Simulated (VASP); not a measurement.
**Bulk modulus of bcc metals: PBEsol against PBE**

VASP (plane waves, PAW); cells keep the symmetry of their structure type. Static lattice, from a third-order Birch-Murnaghan fit over five volumes at each level.

Here x stands for PBE B0 and y for PBEsol B0.

| solid | PBE B0 (GPa) | PBEsol B0 (GPa) | cut-off (eV) |
|---|---|---|---|
| Cs | 2.0 | 2.1 | 520 |
| Rb | 2.8 | 3.0 | 520 |
| K | 3.6 | 3.7 | 520 |
| Na | 7.8 | 7.9 | 520 |
| Li | 13.8 | 13.6 | 520 |
| Nb | 173.4 | 185.4 | 520 |
| Ta | 194.6 | 204.0 | 520 |
| Mo | 261.2 | 281.7 | 520 |
| W | 301.9 | ? | 520 |

Task: Using a straight line, estimate the missing y at x = 301.9 from the other rows, showing the fit.

Result: With u = x - 82, the rows have u = -80.00, -79.20, -78.40, -74.20, -68.20, 91.40, 112.60, 179.20. Means: u 0.40000, y 87.68. About the means, the sum of products is 87907 and the sum of squares of u is 82120; the slope is their ratio. Least squares gives y = 87.25 + 1.07046·u. Residuals (row less fit): 0.49, 0.53, 0.37, 0.08, -0.64, 0.31, -3.78, 2.62; standard error 1.93 (degrees of freedom: 6). The slope is 1.07 with a standard error of 0.0067. At the withheld row, u = 219.90, so y = 87.25 + 1.07046 × 219.90 = 322.64 GPa. The calculation gives 326.2 GPa, 3.56 GPa above the prediction (1.1 % of the range of y in the table). The row lies outside the fitted rows, so this is an extrapolation. From the scatter of the fitted rows alone, a prediction at this place has a standard error of 2.53 GPa, so the miss is 1.4 times that.

The rows are a random draw from the solids of this series computed here; series whose standard error about the line passes 12 to 30 % of the range of y, or with no trend, aren't shown in this form.
